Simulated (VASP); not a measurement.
A snapshot from molecular dynamics of Ta, step 21; the first frame, the perfect lattice, has an electronic free energy F (no ionic kinetic energy) of -12.022 eV/atom. The Γ point alone samples so small a cell crudely.

Consider the following.

```xyz
27
Lattice="-4.9500 4.9500 4.9500 4.9500 -4.9500 4.9500 4.9500 4.9500 -4.9500" Properties=species:S:1:pos:R:3 pbc="T T T"
Ta     0.0896     0.0600    -0.0228
Ta     1.6154     1.5671     8.2352
Ta     3.5262     3.2304    -3.1668
Ta     1.5677     8.2021     1.5780
Ta     3.1839     0.0068     0.0129
Ta     4.9935     1.6427    -1.5684
Ta     8.2192     1.6695    -1.5380
Ta     5.0085    -1.6759     1.7502
Ta     6.6482     0.0963     0.0059
Ta     8.1727     1.6771     1.6081
Ta     4.8965    -1.4780     4.8972
Ta     1.7654     4.9168    -1.6623
Ta    -0.0009     0.0071     3.2344
Ta     1.7205     1.5953     1.6261
Ta     3.3542     3.2847     0.0669
Ta     6.5402     3.2295    -0.1055
Ta     3.3098    -0.0472     3.2462
Ta     4.9654     1.7004     1.6639
Ta     6.6034     3.2939     3.2823
Ta     3.1478    -0.0484     6.5250
Ta     4.8702     1.6836     4.9382
Ta     3.3342     6.5077     0.0026
Ta    -0.0059     3.4486     3.2578
Ta     1.4412     4.9377     1.6183
Ta     0.1533    -0.0136     6.6541
Ta     1.5733     1.6530     5.0585
Ta     3.3564     3.3027     3.2519
```

Level of theory: PBE GGA, VASP's PBE PAW potentials (set 64) (plane waves; VASP). Run with PREC = Normal, LREAL = Auto, ISYM = 0, EDIFF = 1E-5, 300 eV cut-off, 1×1×1 Γ-centred mesh, Fermi-Dirac smearing of 0.10 eV, potentials Ta_pv.

**Question.** Give F per atom of this frame and the forces (eV/Å).

**Answer.** -11.906 eV/atom.
| atom | Fx | Fy | Fz |
|---|---|---|---|
| Ta1 | -1.44 | -1.05 | 0.56 |
| Ta2 | 1.54 | 1.77 | 0.98 |
| Ta3 | -3.22 | 0.91 | -1.60 |
| Ta4 | 1.43 | 0.20 | 1.09 |
| Ta5 | 1.96 | -0.41 | -0.32 |
| Ta6 | -1.38 | -0.56 | -1.04 |
| Ta7 | 0.77 | 0.07 | -2.09 |
| Ta8 | -1.07 | 0.31 | -0.78 |
| Ta9 | -0.32 | -1.44 | 0.70 |
| Ta10 | 1.56 | 0.70 | 0.03 |
| Ta11 | 0.03 | -2.92 | 0.06 |
| Ta12 | -1.12 | 0.53 | 0.51 |
| Ta13 | 0.61 | -0.45 | 1.05 |
| Ta14 | -1.20 | 1.48 | -0.01 |
| Ta15 | -0.41 | 0.04 | -0.89 |
| Ta16 | 0.82 | 1.39 | 1.78 |
| Ta17 | -0.73 | 0.63 | 0.31 |
| Ta18 | 0.33 | -1.12 | -0.36 |
| Ta19 | -0.10 | -0.24 | 0.28 |
| Ta20 | 1.53 | 0.75 | 0.62 |
| Ta21 | 0.87 | -1.09 | -0.46 |
| Ta22 | -0.56 | 1.16 | 0.17 |
| Ta23 | -1.33 | -2.12 | 0.67 |
| Ta24 | 3.14 | 1.34 | 0.12 |
| Ta25 | -2.76 | -0.78 | -0.63 |
| Ta26 | 1.70 | 0.24 | -1.56 |
| Ta27 | -0.65 | 0.66 | 0.82 |

The cell is a supercell, built from Ta (bcc). Its lattice is the typed one, not relaxed at this level.
